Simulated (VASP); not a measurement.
Level of theory: RPA correlation on PBE orbitals, VASP's PBE PAW potentials (set 64) (plane waves; VASP).

A VASP calculation is set up with these files.

File POSCAR:
```
AlN
1
    0.0000000000     2.1900000000     2.1900000000
    2.1900000000     0.0000000000     2.1900000000
    2.1900000000     2.1900000000     0.0000000000
Al N
1 1
Direct
  0.0000000000   0.0000000000   0.0000000000
  0.2500000000   0.2500000000   0.2500000000
```

File KPOINTS:
```
kpoints
0
gamma
 4 4 4
```

INCAR:
```
SYSTEM = AlN
PREC = Normal
ENCUT = 500
ALGO = ACFDT
LREAL = .FALSE.
LASPH = .TRUE.
ISMEAR = 0
SIGMA = 0.01
GGA = PE
LWAVE = .FALSE.
LCHARG = .FALSE.
NBANDS = 544
NOMEGA = 12
ENCUTGW = 300
```

POTCAR, in this order: Al_GW N_GW_new (PBE.64 set). Program: vasp_std. Read from the step before: WAVECAR, WAVEDER.

The run wrote:

**OSZICAR**
```
energies w=
    0.000    0.735    0.000    2.368    0.000    4.543    0.000    7.800
    0.000   13.006    0.000   21.640    0.000   36.319    0.000   61.816
    0.000  107.237    0.000  191.540    0.000  364.067    0.000  851.418
NQ=   1    0.0000    0.0000    0.0000,
 performed       1649000 updates of chi_q(r,r)
NQ=   2    0.2500    0.0000    0.0000,
 performed       3298000 updates of chi_q(r,r)
NQ=   3    0.5000    0.0000    0.0000,
 performed       4947000 updates of chi_q(r,r)
NQ=   4    0.2500    0.2500    0.0000,
 performed       6596000 updates of chi_q(r,r)
NQ=   5    0.5000    0.2500    0.0000,
 performed       8245000 updates of chi_q(r,r)
NQ=   6   -0.2500    0.2500    0.0000,
 performed       9894000 updates of chi_q(r,r)
NQ=   7    0.5000    0.5000    0.0000,
 performed      11543000 updates of chi_q(r,r)
NQ=   8   -0.2500    0.5000    0.2500,
 performed      13192000 updates of chi_q(r,r)
```

OUTCAR:
```


      cutoff energy     smooth cutoff   RPA   correlation   Hartree contr. to MP2
---------------------------------------------------------------------------------
            300.000           240.000      -12.4135816992      -19.3834317990
            285.714           228.571      -12.3552981558      -19.3198912091
            272.109           217.687      -12.2919952854      -19.2503004841
            259.151           207.321      -12.2228634671      -19.1736704638
            246.811           197.449      -12.1492019428      -19.0912717163
            235.058           188.046      -12.0693455099      -19.0010433316
            223.865           179.092      -11.9831171264      -18.9025976752
            213.204           170.564      -11.8919736057      -18.7972306935
  linear regression
  converged value                          -13.1954572358      -20.2644032226
```
(Selected blocks of OUTCAR.)

The mesh is coarse, so the correlation energy is not converged in k-points.

The compound is AlN in the zinc blende structure, a metastable form; wurtzite is the usual one. The cell was not relaxed at this level. The k-mesh is coarse (spacing up to 0.62 per Å, 2π included), so the numbers may not be converged in it.
